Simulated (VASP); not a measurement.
VS (relaxed from the wurtzite structure, space group P6_3mc): computed properties

Calculation: PBEsol GGA, VASP's PBE PAW potentials (set 64) (plane waves; VASP).

| Item | Result |
|---|---|
| space group | P6_3mc (186) |
| cell | a = b = 3.7430 Å, c = 6.1810 Å, α = β = 90.00°, γ = 120.00° |
| volume per atom | 18.75 Å³/atom |
| band gap (over mesh and band path) | none (metal, semimetal or under 0.01 eV) |
| cell moment | 4.71 μB |
| density | 3.68 g/cm³ |

```yaml
crystal:
  lattice:
    - [3.74303, 0.00000, 0.00000]
    - [-1.87152, 3.24156, 0.00000]
    - [0.00000, 0.00000, 6.18104]
  atoms:
    - { symbol: V, position: [0.33333, 0.66667, 0.99993], spin: 2.1 }
    - { symbol: V, position: [0.66667, 0.33333, 0.49993], spin: 2.1 }
    - { symbol: S, position: [0.33333, 0.66667, 0.37507], spin: -0.1 }
    - { symbol: S, position: [0.66667, 0.33333, 0.87507], spin: -0.1 }
```

The structure was generated: VS was put into the wurtzite type (P6_3mc), which need not be its known phase. It was relaxed first, which changed the volume by -29 %. Symmetry was kept, so distortions that lower it aren't found.
